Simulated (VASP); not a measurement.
Output of a VASP run:

OSZICAR:
```
       N       E                     dE             d eps       ncg     rms          rms(c)
DAV:   1     0.269871048367E+02    0.26987E+02   -0.71715E+03  1042   0.105E+03
DAV:   2    -0.239205859752E+02   -0.50908E+02   -0.47868E+02  1263   0.221E+02
DAV:   3    -0.256733677754E+02   -0.17528E+01   -0.17268E+01  1330   0.357E+01
DAV:   4    -0.256898410916E+02   -0.16473E-01   -0.16420E-01  1243   0.336E+00
DAV:   5    -0.256900794979E+02   -0.23841E-03   -0.23831E-03  1340   0.297E-01    0.509E+01
DAV:   6    -0.230907712933E+02    0.25993E+01   -0.13663E+01  1172   0.257E+01    0.421E+01
DAV:   7    -0.230091138881E+02    0.81657E-01   -0.62451E-01  1172   0.702E+00    0.255E+01
DAV:   8    -0.229888250726E+02    0.20289E-01   -0.92185E-02  1169   0.294E+00    0.454E+00
DAV:   9    -0.229831516024E+02    0.56735E-02   -0.30364E-02  1208   0.125E+00    0.158E+00
DAV:  10    -0.229827494871E+02    0.40212E-03   -0.28579E-03  1216   0.452E-01    0.710E-02
DAV:  11    -0.229827402275E+02    0.92596E-05   -0.96764E-05  1223   0.105E-01    0.712E-02
DAV:  12    -0.229827380646E+02    0.21629E-05   -0.14096E-05  1227   0.329E-02    0.104E-02
DAV:  13    -0.229827380886E+02   -0.23976E-07   -0.50890E-07   634   0.749E-03
   1 F= -.22982738E+02 E0= -.22982495E+02  d E =-.728546E-03
```

File OUTCAR:
```
------------------------ aborting loop because EDIFF is reached ----------------------------------------
  FORCE on cell =-STRESS in cart. coord.  units (eV):
  Direction    XX          YY          ZZ          XY          YZ          ZX
  --------------------------------------------------------------------------------------
  Total       -1.0344303     -1.0344303     -1.0344303      0.0000000      0.0000000     -0.0000000
  in kB      -72.1847407    -72.1847407    -72.1847407      0.0000000      0.0000000     -0.0000000
  external PRESSURE =     -72.1847407 kB  Pullay stress =       0.0000000 kB
  volume of cell :       22.96
      direct lattice vectors                 reciprocal lattice vectors
     0.000000000  2.255860000  2.255860000    -0.221644960  0.221644960  0.221644960
     2.255860000  0.000000000  2.255860000     0.221644960 -0.221644960  0.221644960
     2.255860000  2.255860000  0.000000000     0.221644960  0.221644960 -0.221644960
 POSITION                                       TOTAL-FORCE (eV/Angst)
 -----------------------------------------------------------------------------------
      0.00000      0.00000      0.00000        -0.000000     -0.000000     -0.000000
      2.25586      2.25586      2.25586         0.000000      0.000000      0.000000
 -----------------------------------------------------------------------------------
    total drift:                                0.000000     -0.000000     -0.000000
  FREE ENERGIE OF THE ION-ELECTRON SYSTEM (eV)
  ---------------------------------------------------
  free  energy   TOTEN  =       -22.9827380886 eV

  energy  without entropy=      -22.9820095430  energy(sigma->0) =      -22.98249524
```
(Selected blocks of OUTCAR.)

File POSCAR:
```
HfN
1
    0.0000000000     2.2558600000     2.2558600000
    2.2558600000     0.0000000000     2.2558600000
    2.2558600000     2.2558600000     0.0000000000
Hf N
1 1
Direct
  0.0000000000   0.0000000000   0.0000000000
  0.5000000000   0.5000000000   0.5000000000
```

Question: Reconstruct the remaining input files.

Answer: This is not unique; one that fits is the input of the run itself, PBEsol GGA, plane waves, VASP's PBE PAW potentials (set 64).

**INCAR**
```
! general
SYSTEM  = HfN
PREC    = Accurate
ENCUT   = 400   ! plane-wave cut-off (eV)
LREAL   = F
LASPH   = T   ! aspherical one-centre terms

! electronic loop
EDIFF   = 1E-6
NELM    = 100
ALGO    = Normal
LMAXMIX = 6

! smearing
ISMEAR  = 1   ! Methfessel-Paxton
SIGMA   = 0.1   ! width (eV)

! functional
GGA     = PS   ! PBEsol

! ions
ISIF    = 2

! output
LWAVE   = F
LCHARG  = F
```

**KPOINTS**
```
Automatic mesh
0
Gamma
10 10 10
0 0 0
```

POTCAR, in this order: Hf_pv N (PBE.64 set). Program: vasp_std.

At this cut-off the stress carries a Pulay error, which pulls relaxed volumes low.

The structure comes from a computed database's HfN entry; how it stands against other phases isn't given here. The cell was not relaxed at this level. The electron count is odd and the run is not spin-polarised, which forces a metal.
